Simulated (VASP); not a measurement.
Input:

```
AlC62
1.0
    7.14656     0.00000     0.00000
    0.00000     7.14656     0.00000
    0.00000     0.00000     7.14656
C Al
62 1
Direct
  0.50000   0.00000   0.00000
  0.63153   0.13162   0.12435
  0.75153   0.25386   0.00198
  0.87811   0.36848   0.12218
  0.74381   0.00500   0.24822
  0.87752   0.12158   0.37286
  0.00000   0.00000   0.00000
  0.12500   0.12500   0.12500
  0.25000   0.25000   0.00000
  0.38024   0.36811   0.12846
  0.50438   0.49405   0.00219
  0.62513   0.62472   0.13139
  0.75000   0.75000   0.00000
  0.87500   0.87500   0.12500
  0.25000   0.00000   0.25000
  0.37154   0.12331   0.37646
  0.50382   0.24394   0.25261
  0.75068   0.49493   0.24438
  0.87143   0.62012   0.38097
  0.50252   0.99632   0.50097
  0.62579   0.11901   0.62976
  0.74867   0.24502   0.49567
  0.87487   0.37797   0.63180
  0.75000   0.00000   0.75000
  0.87500   0.12500   0.87500
  0.00000   0.50000   0.00000
  0.12500   0.62500   0.12500
  0.25000   0.75000   0.00000
  0.37500   0.87500   0.12500
  0.00000   0.25000   0.25000
  0.12500   0.37500   0.37500
  0.24423   0.50654   0.24571
  0.36914   0.62177   0.37710
  0.50066   0.75276   0.25649
  0.62500   0.87500   0.37500
  0.00000   0.00000   0.50000
  0.12500   0.12500   0.62500
  0.24552   0.24473   0.49614
  0.37191   0.36846   0.62156
  0.62657   0.63078   0.62558
  0.74823   0.74318   0.50462
  0.87500   0.87500   0.62500
  0.25000   0.00000   0.75000
  0.37500   0.12500   0.87500
  0.50294   0.25632   0.75348
  0.62500   0.37500   0.87500
  0.75171   0.50309   0.74358
  0.87500   0.62500   0.87500
  0.00000   0.75000   0.25000
  0.12500   0.87500   0.37500
  0.00000   0.50000   0.50000
  0.12500   0.62500   0.62500
  0.25000   0.75000   0.50000
  0.37500   0.87500   0.62500
  0.00000   0.25000   0.75000
  0.12500   0.37500   0.87500
  0.25000   0.50000   0.75000
  0.37500   0.62500   0.87500
  0.50000   0.75000   0.75000
  0.62500   0.87500   0.87500
  0.00000   0.75000   0.75000
  0.12500   0.87500   0.87500
  0.50237   0.50364   0.49616
```
Cell charge -1.

Method: PBE GGA, VASP's PBE PAW potentials (set 64) (plane waves; VASP). Settings: PREC = Normal, LREAL = Auto, ISYM = 0, NELECT = 252.0, EDIFF = 1E-5, 400 eV cut-off, 1×1×1 Γ-centred mesh, Gaussian smearing of 0.050 eV, potentials C Al. Starting moments (MAGMOM): 63*0.0317. The cell's moment is fixed (NUPDOWN = 2).

At this cut-off the stress carries a Pulay error, which pulls relaxed volumes low. The cell is charged, with a uniform compensating background. The supercell is sampled at Γ alone, which is coarse: total energies, pressure and levels can be off, energies of defects by several tenths of an eV.

**Question.** The ions are relaxed. Which structure does the run end with?

**Answer.** 
```
AlC62
1.0
    7.14656     0.00000     0.00000
    0.00000     7.14656     0.00000
    0.00000     0.00000     7.14656
C Al
62 1
Direct
  0.49869   0.99989   0.00064
  0.62033   0.12894   0.12966
  0.74698   0.25260   0.00403
  0.87061   0.37927   0.12969
  0.74701   0.00329   0.25334
  0.87065   0.12892   0.38001
  0.99845   0.00111   0.00187
  0.12148   0.12647   0.12718
  0.24641   0.24971   0.99952
  0.37001   0.37421   0.12357
  0.49932   0.50028   0.00048
  0.62537   0.62961   0.12356
  0.74988   0.75318   0.99952
  0.87311   0.87807   0.12716
  0.24642   0.99886   0.25045
  0.37004   0.12290   0.37492
  0.48445   0.24472   0.24544
  0.75490   0.51514   0.24543
  0.87670   0.62962   0.37494
  0.49934   0.99977   0.50095
  0.62536   0.12290   0.63032
  0.75490   0.24472   0.51583
  0.87672   0.37423   0.63029
  0.74987   0.99879   0.75386
  0.87306   0.12646   0.87878
  0.99966   0.50085   0.00067
  0.12242   0.62631   0.12355
  0.25007   0.74947   0.99861
  0.37330   0.87716   0.12350
  0.99627   0.25265   0.25340
  0.12315   0.37579   0.37652
  0.24637   0.50176   0.24710
  0.36829   0.63132   0.36157
  0.49778   0.75322   0.24711
  0.62383   0.87645   0.37651
  0.99970   0.99993   0.50163
  0.12243   0.12283   0.62706
  0.24635   0.24642   0.50253
  0.36828   0.36087   0.63207
  0.63872   0.63131   0.63202
  0.75323   0.75323   0.50251
  0.87677   0.87713   0.62702
  0.25009   0.99790   0.75020
  0.37327   0.12279   0.87787
  0.49781   0.24640   0.75392
  0.62380   0.37576   0.87715
  0.75320   0.50172   0.75394
  0.87674   0.62625   0.87789
  0.00079   0.75321   0.25047
  0.12345   0.87613   0.37591
  0.99985   0.50026   0.50099
  0.12689   0.62332   0.62403
  0.25258   0.74707   0.49735
  0.37633   0.87270   0.62402
  0.00079   0.24972   0.75389
  0.12345   0.37519   0.87684
  0.25252   0.49665   0.74778
  0.37627   0.62329   0.87344
  0.50297   0.74704   0.74777
  0.62442   0.87610   0.87679
  0.00172   0.74950   0.75022
  0.12482   0.87477   0.87549
  0.56143   0.43821   0.43889
```
Cell charge -1. The cell ends with 2.00 μB, on the first 30 sites 0.02 0.00 0.01 0.00 0.01 0.00 0.01 0.00 0.02 0.01 0.00 0.01 0.02 0.00 0.02 0.01 0.14 0.14 0.01 0.00 0.01 0.14 0.01 0.02 0.00 0.02 0.02 0.00 0.02 0.01 μB.

**Question.** How much energy does the relaxation gain?

**Answer.** The energy (σ→0) changes by -138.2 meV/atom, in 18 ionic steps.

```csv
step,E(σ→0) (eV),max force (eV/Å),pressure (GPa),volume (Å³)
1,-537.1772,17.114,15.99,365.00
2,-530.2305,11.795,18.79,365.00
3,-543.3306,5.371,11.23,365.00
4,-543.3847,4.720,11.26,365.00
5,-543.3947,4.888,11.30,365.00
6,-544.4064,2.773,10.99,365.00
7,-544.6937,2.808,10.77,365.00
8,-545.4904,1.525,9.97,365.00
9,-545.4908,1.494,9.97,365.00
10,-545.7775,0.692,9.69,365.00
11,-545.8055,0.518,9.68,365.00
12,-545.8575,0.522,9.63,365.00
13,-545.8683,0.289,9.64,365.00
14,-545.8803,0.140,9.64,365.00
15,-545.8812,0.108,9.63,365.00
16,-545.8843,0.061,9.64,365.00
17,-545.8844,0.054,9.64,365.00
18,-545.8849,0.028,9.64,365.00
```

The cell is a supercell with a defect, built from C (diamond): Al_C-vac_C, charge -1.
